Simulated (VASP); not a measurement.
Consider the following.

```
CELL_PARAMETERS angstrom
      0.00000     2.77261     2.77261
      2.77261     0.00000     2.77261
      2.77261     2.77261     0.00000
ATOMIC_POSITIONS crystal
  Mg 0.00000 0.00000 0.00000
  Se 0.50000 0.50000 0.50000
```

The numbers are results of revPBE GGA, VASP's PBE PAW potentials (set 64) (plane waves; VASP), not measurements. Numerical set-up: 520 eV cut-off, Gaussian smearing of 0.050 eV, potentials Mg Se.

What does the run give for the band gap (along the path) with the smallest direct gap where there is one?

```
Item                                   Result
------------------------------------  -------
band gap (along the path)             1.82 eV
smallest direct gap (along the path)  2.38 eV
```

Total energies compare only between runs with the same potentials, cut-off and functional.

The compound is MgSe in the rock salt structure. It was relaxed first.
